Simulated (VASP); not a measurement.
Input for VASP

**POSCAR**
```
La
1.0
  1.5397414986  -2.6669126653   0.0000000000
  1.5397414986   2.6669126653   0.0000000000
  0.0000000000   0.0000000000   9.9215297034
La
4
Cart
  0.0000000000   0.0000000000   4.9607648517
  0.0000000000   0.0000000000   0.0000000000
  1.5397414986   0.8889726664   2.4803824258
  1.5397414986  -0.8889726664   7.4411472775
```

### KPOINTS
```
kpoints
0
Gamma
  11 11 3
0 0 0
```

INCAR:
```
LMAXMIX = 6
EDIFF = 1E-6
LREAL = .FALSE.   # projection in real space or not
ISIF = 3   # ions, shape and volume
ENCUT = 500
PSTRESS = 450   # kbar
PREC = Accurate
NELM = 100
ALGO = Normal   # blocked Davidson
LASPH = .TRUE.   # aspherical one-centre terms
SIGMA = 0.1
SYSTEM = La
LWAVE = .FALSE.
IBRION = 2   # conjugate gradients
EDIFFG = -0.02   # ionic stop
LCHARG = .FALSE.
NSW = 40
ISMEAR = 1   # Methfessel-Paxton
```

POTCAR, in this order: La (LDA.64 set). Program: vasp_std.

### Question
Translate this LDA calculation to Ansatz.

### Answer
One equivalent input (not run):
Ansatz 0.2 input:
```yaml
crystal:
  lattice:
    - [1.5397415, -2.6669127, 0.0000000]
    - [1.5397415, 2.6669127, 0.0000000]
    - [0.0000000, 0.0000000, 9.9215297]
  atoms:
    - { symbol: La, position: [0.0000000, 0.0000000, 0.5000000] }
    - { symbol: La, position: [0.0000000, 0.0000000, 0.0000000] }
    - { symbol: La, position: [0.3333330, 0.6666670, 0.2500000] }
    - { symbol: La, position: [0.6666670, 0.3333330, 0.7500000] }
kpoints:
  mp_grid: { grid: [11, 11, 3] }
hamiltonian:
  xc: lda
  pseudopotentials: { kind: paw }
scf:
  occupations: { method: methfessel_paxton, width: 0.1 }
  max_iter: 100
relax:
  max_steps: 40
  f_tol: 0.02
  cell: { p_target: 45 }
output: { forces: true, stress: true, eigenvalues: true }
```
Limits of the translation: each code has its own PAW files, so the cut-off isn't converted (ENCUT is set for VASP's; basis.ecutwfc is left out, and Ansatz then takes the one that its files recommend); Ansatz stops its SCF on the density residual and VASP on the energy change (EDIFF); Ansatz's lda is the Perdew-Wang form, while the LDA potentials of VASP carry Perdew-Zunger's.

The compound is La in the dhcp structure. This run relaxes it under an external pressure of 45 GPa. Symmetry was kept, so distortions that lower it aren't found.
